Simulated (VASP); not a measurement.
# Sr2TeO (P-6m2) in VASP: equation of state

How stiff is Sr2TeO in PBE, and what volume does it want? The cell is scaled to several volumes.

Program: VASP 6.6.1. These are calculated values, not measurements. Logs are shortened: lines on timing, memory, paths and dates and some standing lists are left out, and cuts for length are marked.

## 1. Starting point

Symmetry: P-6m2, No. 187, hexagonal system. Conventional cell: a = 4.064 Å, b = 4.064 Å, c = 7.516 Å, α = 90.00°, β = 90.00°, γ = 120.00°. Sr (site symmetry 3m) is surrounded by 3 O at 2.81 Å and 1 Sr at 3.11 Å and 3 Te at 3.22 Å. Te (site symmetry -6m2) is surrounded by 6 Sr at 3.22 Å. O (site symmetry -6m2) is surrounded by 6 Sr at 2.81 Å.

The cell was built by a generator and needn't be a form met in nature.

## 2. Equation of state, PBE, 25.26 Å³/atom (volume scaled by 0.94)

Input file INCAR:

```
PREC = Accurate ; ENCUT = 520
EDIFF = 1E-7 ; ISMEAR = -1
SIGMA = 0.05 ; LREAL = False
LASPH = True ; NELM = 100
ALGO = Normal ; ISIF = 2
LWAVE = False ; LCHARG = False
GGA = PE ; NBANDS = 24
```

Input file KPOINTS:

```
Automatic mesh
0
Gamma
  8 8 4
```

Input file POSCAR:

```
Sr2TeO
1.0
    3.9806657031      0.0000000000      0.0000000000
   -1.9903328515      3.4473594338      0.0000000000
    0.0000000000      0.0000000000      7.3625887848
Sr Te O
2 1 1
Direct
    0.6666700000      0.3333300000      0.7069200000
    0.6666700000      0.3333300000      0.2930800000
    0.0000000000      0.0000000000      0.0000000000
    0.3333300000      0.6666700000      0.5000000000
```

Potentials or basis: VASP PAW PBE potentials, release 64 (Sr_sv, Te, O).

Command:

```sh
$ cat potpaw_PBE.64/Sr_sv/POTCAR potpaw_PBE.64/Te/POTCAR potpaw_PBE.64/O/POTCAR > POTCAR
$ mpirun -np 1 vasp_std > vasp.out
```

OUTCAR:

```text
PREC = Accurate
   ENCUT = 520
   EDIFF = 1E-7
   ISMEAR = -1
   LREAL = False
   LASPH = True
   NELM = 100
   ISIF = 2
   GGA = PE

 Found     63 irreducible k-points:

 Following reciprocal coordinates:
            Coordinates               Weight
  0.000000  0.000000  0.000000      1.000000
  0.125000  0.000000  0.000000      4.000000
 -0.125000  0.125000  0.000000      2.000000
  0.250000  0.000000  0.000000      4.000000
 -0.250000  0.250000  0.000000      2.000000
  0.375000  0.000000  0.000000      4.000000
   k-points           NKPTS =     63   k-points in BZ     NKDIM =     63   number of bands    NBANDS=     24
   number of dos      NEDOS =    301   number of ions     NIONS =      4
   total plane-waves  NPLWV =  50400
   dimension x,y,z NGX =    30 NGY =   30 NGZ =   56
   dimension x,y,z NGXF=    60 NGYF=   60 NGZF=  112
   ions per type =               2   1   1
   NGX,Y,Z   is equivalent  to a cutoff of  12.53, 12.53, 12.64 a.u.
   NGXF,Y,Z  is equivalent  to a cutoff of  25.06, 25.06, 25.29 a.u.
 SYSTEM =  unknown system
   PREC   = accura    normal or accurate (medium, high low for compatibility)
   ISTART =      0    job   : 0-new  1-cont  2-samecut
   ICHARG =      2    charge: 1-file 2-atom 10-const
   ISPIN  =      1    spin polarized calculation?
   LNONCOLLINEAR =      F non collinear calculations
   LSORBIT =      F    spin-orbit coupling
   LASPH  =      T    aspherical Exc in radial PAW
   ENCUT  =  520.0 eV  38.22 Ry    6.18 a.u.   7.40  7.40 13.69*2*pi/ulx,y,z
   NELM   =    100;   NELMIN=  2; NELMDL= -5     # of ELM steps
   EDIFF  = 0.1E-06   stopping-criterion for ELM
   LREAL  =      F    real-space projection
   EDIFFG = 0.1E-05   stopping-criterion for IOM
   NSW    =      0    number of steps for IOM
   IBRION =     -1    ionic relax: 0-MD 1-quasi-New 2-CG
   NFREE  =      0    steps in history (QN), initial steepest desc. (CG)
   ISIF   =      2    stress and relaxation
   ISYM   =      2    0-nonsym 1-usesym 2-fastsym
   POTIM  = 0.5000    time-step for ionic-motion
   TEBEG  =    0.0;   TEEND  =   0.0 temperature during run
   PSTRESS=    0.0 pullay stress
   NELECT =      32.0000    total number of electrons
   NUPDOWN=      -1.0000    fix difference up-down
   EMIN   =  10.00;   EMAX   =-10.00  energy-range for DOS
   EFERMI =   0.00;   METHOD = LEGACY
   ISMEAR =    -1;   SIGMA  =   0.05  broadening in eV -4-tet -1-fermi 0-gaus
   EFERMI_NEDOS =   21; number of points for ismear=-14 and -15
   IALGO  =     38    algorithm
   IMIX   =      4    mixing-type and parameters
     AMIX     =   0.40;   BMIX     =  1.00
     AMIX_MAG =   1.60;   BMIX_MAG =  1.00
  volume/ion in A,a.u.               =      25.26       170.45
  Fermi-wavevector in a.u.,A,eV,Ry     =   1.115922  2.108787 16.943092  1.245282
  Thomas-Fermi vector in A             =   2.252531
   LORBIT       =      0    0 simple, 1 ext, 2 COOP (PROOUT), +10 PAW based schemes
   GGA     = PE    functional components
   LHFCALC =     F    Hartree Fock is set to
   AEXX    =    0.0000 exact exchange contribution
   IVDW    =     0    specifies the selected vdW correction
   LEPSILON=     F    determine dielectric tensor
   LRPA    =     F    only Hartree local field effects (RPA)
 non-spin polarized calculation
  energy-cutoff  :      520.00
  volume of cell :      101.04
 maximum number of plane-waves:      2769
 NGX is ok and might be reduce to    30
   NGX = 15   NGY = 15   NGZ = 27

 number of electron      31.9999996 magnetization

 Free energy of the ion-electron system (eV)
  ---------------------------------------------------
  ext. energy  EPLUGINS =         0.00000000
  ---------------------------------------------------
  free energy    TOTEN  =       -18.61685482 eV

  energy without entropy =      -18.61682335  energy(sigma->0) =      -18.61683909

 E-fermi :   4.5931     XC(G=0):  -9.2994

 val. band max:        4.2776307699   @ k =   0.0000   0.0000   0.0000
 cond. band min:       4.8528744336   @ k =   0.0000   0.0000   0.0000
 fundamental gap:      0.5752436637
 Fermi energy:         4.5930757018

 k-point     1 :       0.0000    0.0000    0.0000
  band No.  band energies     occupation
      1     -31.1192      2.00000
      2     -30.9889      2.00000
      3     -14.1240      2.00000
      4     -12.9999      2.00000
      5     -12.9999      2.00000
      6     -12.8689      2.00000
[... 16 lines left out ...]
     23       9.1141      0.00000
     24       9.5931      0.00000

 k-point     2 :       0.1250    0.0000    0.0000
  band No.  band energies     occupation
      1     -31.1149      2.00000
      2     -30.9852      2.00000
      3     -14.0875      2.00000
      4     -13.1401      2.00000
      5     -13.0130      2.00000
      6     -12.9197      2.00000
[... 16 lines left out ...]
     23       9.1782      0.00000
     24      10.1365      0.00000

 k-point     3 :      -0.1250    0.1250    0.0000
  band No.  band energies     occupation
      1     -31.1149      2.00000
      2     -30.9852      2.00000
      3     -14.0875      2.00000
      4     -13.1401      2.00000
      5     -13.0130      2.00000
      6     -12.9197      2.00000
[... 16 lines left out ...]
     23       9.1781      0.00000
     24      10.1365      0.00000

 k-point     4 :       0.2500    0.0000    0.0000
  band No.  band energies     occupation
      1     -31.1047      2.00000
      2     -30.9762      2.00000
      3     -13.9984      2.00000
      4     -13.3956      2.00000
      5     -13.0442      2.00000
      6     -13.0380      2.00000
[... 16 lines left out ...]
     23       9.4051      0.00000
     24       9.7681      0.00000

 k-point     5 :      -0.2500    0.2500    0.0000
  band No.  band energies     occupation
      1     -31.1047      2.00000
      2     -30.9762      2.00000
      3     -13.9984      2.00000
      4     -13.3956      2.00000
      5     -13.0442      2.00000
      6     -13.0380      2.00000
[... 16 lines left out ...]
     23       9.4051      0.00000
     24       9.7680      0.00000

 k-point     6 :       0.3750    0.0000    0.0000
  band No.  band energies     occupation
      1     -31.0943      2.00000
      2     -30.9672      2.00000
      3     -13.9194      2.00000
      4     -13.5783      2.00000
      5     -13.1519      2.00000
      6     -13.0751      2.00000
[... 16 lines left out ...]
     23       9.6884      0.00000
     24       9.9662      0.00000

 [... further k-points ...]

------------------------ aborting loop because EDIFF is reached ----------------------------------------

  FORCE on cell =-STRESS in cart. coord.  units (eV):
  Direction    XX          YY          ZZ          XY          YZ          ZX
  --------------------------------------------------------------------------------------
  -------------------------------------------------------------------------------------
  Total        2.0870800      2.0868922      2.6373102     -0.0001645      0.0000000      0.0000000
  in kB       33.0961037     33.0931256     41.8214392     -0.0026092      0.0000000      0.0000000
  external PRESSURE =      36.0035562 kB  Pullay stress =       0.0000000 kB

 VOLUME and BASIS-vectors are now :
 -----------------------------------------------------------------------------
  energy-cutoff  :      520.00
  volume of cell :      101.04
      direct lattice vectors                 reciprocal lattice vectors
     3.980665703  0.000000000  0.000000000     0.251214263  0.145038546  0.000000000
    -1.990332852  3.447359434  0.000000000     0.000000000  0.290077092  0.000000000
     0.000000000  0.000000000  7.362588785     0.000000000  0.000000000  0.135821792

 POSITION                                       TOTAL-FORCE (eV/Angst)
 -----------------------------------------------------------------------------------
      1.99035      1.14911      5.20476        -0.000039      0.000022     -0.191817
      1.99035      1.14911      2.15783        -0.000039      0.000022      0.191817
      0.00000      0.00000      0.00000         0.000052     -0.000030      0.000000
     -0.00002      2.29825      3.68129         0.000025     -0.000015      0.000000
 -----------------------------------------------------------------------------------
    total drift:                                0.000016      0.000029      0.000000

  FREE ENERGIE OF THE ION-ELECTRON SYSTEM (eV)
  ---------------------------------------------------
  free  energy   TOTEN  =       -18.6168548244 eV

  energy  without entropy=      -18.6168233531  energy(sigma->0) =      -18.61683909
```

OSZICAR:

```text
N       E                     dE             d eps       ncg     rms          rms(c)
DAV:   1     0.181342170089E+03    0.18134E+03   -0.14905E+04  3032   0.119E+03
DAV:   2    -0.604823852748E+01   -0.18739E+03   -0.17657E+03  3696   0.269E+02
DAV:   3    -0.205302874416E+02   -0.14482E+02   -0.14351E+02  4880   0.641E+01
DAV:   4    -0.211128597101E+02   -0.58257E+00   -0.58183E+00  4336   0.112E+01
DAV:   5    -0.211245692351E+02   -0.11710E-01   -0.11709E-01  4432   0.150E+00    0.229E+01
DAV:   6    -0.188473304912E+02    0.22772E+01   -0.12518E+01  3408   0.148E+01    0.200E+01
DAV:   7    -0.186254774050E+02    0.22185E+00   -0.12697E+00  3824   0.664E+00    0.117E+01
DAV:   8    -0.186132279841E+02    0.12249E-01   -0.29090E-01  3744   0.368E+00    0.871E-01
DAV:   9    -0.186154118727E+02   -0.21839E-02   -0.40593E-02  4840   0.904E-01    0.471E-01
DAV:  10    -0.186165980737E+02   -0.11862E-02   -0.45401E-03  3752   0.398E-01    0.154E-01
DAV:  11    -0.186166392347E+02   -0.41161E-04   -0.83335E-04  4000   0.172E-01    0.762E-02
DAV:  12    -0.186168356561E+02   -0.19642E-03   -0.26695E-04  3600   0.887E-02    0.186E-02
DAV:  13    -0.186168526446E+02   -0.16989E-04   -0.22281E-05  4224   0.261E-02    0.133E-02
DAV:  14    -0.186168548901E+02   -0.22454E-05   -0.72970E-06  3848   0.144E-02    0.368E-03
DAV:  15    -0.186168548244E+02    0.65681E-07   -0.79980E-07  3944   0.562E-03
   1 F= -.18616855E+02 E0= -.18616839E+02  d E =-.314713E-04
```

Wall time 98 s (1 thread of Intel Xeon 6975P-C (Granite Rapids), shared host); peak memory 0.32 GiB.

What came out:

| Property | Result |
| --- | --- |
| Free energy | -18.6169 eV |
| Pressure | 3.6 GPa |
| Largest force | 0.192 eV/Å |
| Band gap on the k mesh | 0.58 eV, direct |

Caveat: spin-orbit coupling is left out, which moves the levels of the heavy elements.

## 3. Equation of state, PBE, 25.80 Å³/atom (volume scaled by 0.96)

Input file INCAR:

```
ALGO = Normal
EDIFF = 1E-7
ENCUT = 520
GGA = PE
ISIF = 2
ISMEAR = -1
LASPH = T
LCHARG = F
LREAL = F
LWAVE = F
NBANDS = 24
NELM = 80
PREC = Accurate
SIGMA = 0.05
```

Input file KPOINTS:

```
k-points
0
Gamma
  8 8 4
```

Input file POSCAR:

```
Sr2TeO
1.0
    4.0086994838      0.0000000000      0.0000000000
   -2.0043497419      3.4716374128      0.0000000000
    0.0000000000      0.0000000000      7.4144397100
Sr Te O
2 1 1
Direct
    0.6666700000      0.3333300000      0.7069200000
    0.6666700000      0.3333300000      0.2930800000
    0.0000000000      0.0000000000      0.0000000000
    0.3333300000      0.6666700000      0.5000000000
```

Potentials or basis: VASP PAW PBE potentials, release 64 (Sr_sv, Te, O).

Command:

```sh
$ cat potpaw_PBE.64/Sr_sv/POTCAR potpaw_PBE.64/Te/POTCAR potpaw_PBE.64/O/POTCAR > POTCAR
$ mpirun -np 1 vasp_std > vasp.out
```

Run time: 97 s. Hardware: 1 thread of Intel Xeon 6975P-C (Granite Rapids), shared host; peak memory 0.32 GiB.

It converged, with:

```yaml
Free_energy: -18.6571 eV
Pressure: 2.3 GPa
Largest_force: 0.120 eV/Å
Band_gap_on_the_k_mesh: 0.59 eV, direct
```

Caveat: spin-orbit coupling is left out, which moves the levels of the heavy elements.

## 4. Equation of state, PBE, 26.33 Å³/atom (volume scaled by 0.98)

Input file INCAR:

```
ALGO     = Normal         # electronic algorithm
EDIFF    = 1E-7           # SCF threshold, eV
ENCUT    = 520            # plane-wave cutoff, eV
GGA      = PE             # functional
ISIF     = 2              # what is computed and relaxed
ISMEAR   = -1             # smearing method
LASPH    = True           # aspherical terms in the spheres
LCHARG   = False          # write CHGCAR
LREAL    = False          # projectors in reciprocal space
LWAVE    = False          # write WAVECAR
NBANDS   = 24             # bands
NELM     = 100            # most SCF steps
PREC     = Accurate       # precision mode
SIGMA    = 0.05           # smearing width, eV
```

KPOINTS is that of step 3.

Input file POSCAR:

```
Sr2TeO
1.0
    4.0363465608      0.0000000000      0.0000000000
   -2.0181732804      3.4955804964      0.0000000000
    0.0000000000      0.0000000000      7.4655753928
Sr Te O
2 1 1
Direct
    0.6666700000      0.3333300000      0.7069200000
    0.6666700000      0.3333300000      0.2930800000
    0.0000000000      0.0000000000      0.0000000000
    0.3333300000      0.6666700000      0.5000000000
```

Command:

```sh
$ cat potpaw_PBE.64/Sr_sv/POTCAR potpaw_PBE.64/Te/POTCAR potpaw_PBE.64/O/POTCAR > POTCAR
$ mpirun -np 1 vasp_std > vasp.out
```

It took 79 s on 1 thread of Intel Xeon 6975P-C (Granite Rapids), shared host; peak memory 0.32 GiB.

It converged, with:

```
Free energy            : -18.6813 eV
Pressure               : 1.2 GPa
Largest force          : 0.053 eV/Å
Band gap on the k mesh : 0.60 eV, direct
```

Caveat: spin-orbit coupling is left out, which moves the levels of the heavy elements.

## 5. Equation of state, PBE, 27.41 Å³/atom (volume scaled by 1.02)

Input file INCAR:

```
SYSTEM = Sr2TeO
PREC = Accurate
ENCUT = 520
EDIFF = 1E-7
ISMEAR = -1
SIGMA = 0.05
LREAL = .FALSE.
LASPH = .TRUE.
NELM = 100
ALGO = Normal
ISIF = 2
LWAVE = .FALSE.
LCHARG = .FALSE.
GGA = PE
NBANDS = 24
```

Input file KPOINTS:

```
Automatic mesh
0
G
  8 8 4
  0 0 0
```

Input file POSCAR:

```
Sr2TeO
1.0
    4.0905321750      0.0000000000      0.0000000000
   -2.0452660875      3.5425066395      0.0000000000
    0.0000000000      0.0000000000      7.5657964175
Sr Te O
2 1 1
Direct
    0.6666700000      0.3333300000      0.7069200000
    0.6666700000      0.3333300000      0.2930800000
    0.0000000000      0.0000000000      0.0000000000
    0.3333300000      0.6666700000      0.5000000000
```

Command:

```sh
$ cat potpaw_PBE.64/Sr_sv/POTCAR potpaw_PBE.64/Te/POTCAR potpaw_PBE.64/O/POTCAR > POTCAR
$ mpirun -np 1 vasp_std > vasp.out
```

Wall time 1.7 min (1 thread of Intel Xeon 6975P-C (Granite Rapids), shared host); peak memory 0.32 GiB.

It converged, with:

* Free energy: -18.6880 eV
* Pressure: -0.7 GPa
* Largest force: 0.066 eV/Å
* Band gap on the k mesh: 0.60 eV, direct

Caveat: spin-orbit coupling is left out, which moves the levels of the heavy elements.

## 6. Equation of state, PBE, 27.95 Å³/atom (volume scaled by 1.04)

Input file INCAR:

```
  PREC = Accurate
  ENCUT = 520
  EDIFF = 1E-7
  ISMEAR = -1
  SIGMA = 0.05
  LREAL = F
  LASPH = T
  NELM = 100
  ALGO = Normal
  ISIF = 2
  LWAVE = F
  LCHARG = F
  GGA = PE
  NBANDS = 24
```

Input file KPOINTS:

```
regular mesh
0
Gamma
  8 8 4
```

Input file POSCAR:

```
Sr2TeO
1.0
    4.1170948166      0.0000000000      0.0000000000
   -2.0585474083      3.5655105739      0.0000000000
    0.0000000000      0.0000000000      7.6149263423
Sr Te O
2 1 1
Direct
    0.6666700000      0.3333300000      0.7069200000
    0.6666700000      0.3333300000      0.2930800000
    0.0000000000      0.0000000000      0.0000000000
    0.3333300000      0.6666700000      0.5000000000
```

Potentials or basis: VASP PAW PBE potentials, release 64 (Sr_sv, Te, O).

Command:

```sh
$ cat potpaw_PBE.64/Sr_sv/POTCAR potpaw_PBE.64/Te/POTCAR potpaw_PBE.64/O/POTCAR > POTCAR
$ mpirun -np 1 vasp_std > vasp.out
```

Wall time 1.8 min (1 thread of Intel Xeon 6975P-C (Granite Rapids), shared host); peak memory 0.34 GiB.

It converged, with:

* Free energy: -18.6733 eV
* Pressure: -1.5 GPa
* Largest force: 0.119 eV/Å
* Band gap on the k mesh: 0.59 eV, direct

Caveat: spin-orbit coupling is left out, which moves the levels of the heavy elements.

(Continued in part 2 of 2.)
